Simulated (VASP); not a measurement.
OSZICAR of a VASP run on NiAl (relaxed from the rock salt structure, space group Fm-3m):

File OSZICAR:
```
       N       E                     dE             d eps       ncg     rms          rms(c)
DAV:   1     0.348822953454E+02    0.34882E+02   -0.47267E+03  2416   0.106E+03
DAV:   2    -0.102778263295E+02   -0.45160E+02   -0.43158E+02  2432   0.188E+02
DAV:   3    -0.112967956251E+02   -0.10190E+01   -0.10087E+01  2832   0.367E+01
DAV:   4    -0.113128253163E+02   -0.16030E-01   -0.16030E-01  2798   0.428E+00
DAV:   5    -0.113133211089E+02   -0.49579E-03   -0.49583E-03  2714   0.763E-01    0.104E+01
DAV:   6    -0.132359015061E+02   -0.19226E+01   -0.49074E+01  2602   0.120E+02    0.142E+01
DAV:   7    -0.102695128601E+02    0.29664E+01   -0.13767E+01  2640   0.728E+01    0.133E+00
DAV:   8    -0.102567951735E+02    0.12718E-01   -0.41332E-01  3140   0.800E+00    0.935E-01
DAV:   9    -0.102475528276E+02    0.92423E-02   -0.34660E-02  2840   0.295E+00    0.209E-01
DAV:  10    -0.102469939280E+02    0.55890E-03   -0.22733E-03  2910   0.741E-01    0.621E-02
DAV:  11    -0.102469925814E+02    0.13466E-05   -0.55455E-05  2984   0.758E-02    0.176E-02
DAV:  12    -0.102469909804E+02    0.16010E-05   -0.49388E-06  2920   0.353E-02    0.353E-03
DAV:  13    -0.102469908951E+02    0.85305E-07   -0.94135E-08  1590   0.427E-03
   1 F= -.10246991E+02 E0= -.10246991E+02  d E =0.000000E+00
```

Q: Which electronic solver shows in the log?

A: It is blocked Davidson (ALGO = Normal, or the opening steps of other solvers). The INCAR had ALGO = Normal.

Q: How was spin treated?

A: Without spin polarisation: there is no mag entry.

Q: Can the final energy be trusted as converged?

A: The calculation finished and met its thresholds. It stopped with EDIFF = 1E-7, NELM = 100 (PBEsol GGA, plane waves, VASP's PBE PAW potentials (set 64)).

The structure was generated: NiAl was put into the rock salt type (Fm-3m), which need not be its known phase. It was relaxed first, which changed the volume by -26 %. The run is not spin-polarised, so no magnetic state was tried. The electron count is odd and the run is not spin-polarised, which forces a metal.
